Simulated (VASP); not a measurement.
Computed with PBEsol GGA, VASP's PBE PAW potentials (set 64) (plane waves; VASP).

A VASP calculation is set up with these files.

### INCAR
```
GGA = PS   # PBEsol
ENCUT = 300
ISMEAR = -1   # Fermi-Dirac
LCHARG = .False.
LASPH = .True.   # aspherical one-centre terms
NELM = 100   # most electronic steps
SYSTEM = SnSe2
ISIF = 2   # forces and stress, cell fixed
SIGMA = 0.05   # width (eV)
ALGO = Normal   # blocked Davidson
PREC = Accurate
LWAVE = .False.
LREAL = .False.   # projection in real space or not
EDIFF = 1E-6   # SCF stop (eV)
LMAXMIX = 4
```

KPOINTS:
```
Regular mesh
0
Gamma
 7 7 4
```

**POSCAR**
```
SnSe2
1
    1.8669000000    -3.2335660000     0.0000000000
    1.8669000000     3.2335660000     0.0000000000
    0.0000000000     0.0000000000     6.0172000000
Sn Se
1 2
Direct
  0.0000000000   0.0000000000   0.0000000000
  0.3333330000   0.6666670000   0.2500000000
  0.6666670000   0.3333330000   0.7500000000
```

POTCAR, in this order: Sn_d Se (PBE.64 set). Program: vasp_std.

**Question.** What will the output report for the number of irreducible k-points (NKPTS), largest plane-wave count, number of space-group operations, FFT grid (NGX, NGY, NGZ)?

**Answer.** 
```yaml
number of irreducible k-points (NKPTS): 28
largest_plane_wave_count: 872
number_of_space_group_operations: 12
FFT grid (NGX, NGY, NGZ): 24 × 24 × 36
```

The structure is a typed SnSe2 crystal. The cell was not relaxed at this level, and its volume differs by -5.9 % from the start's.
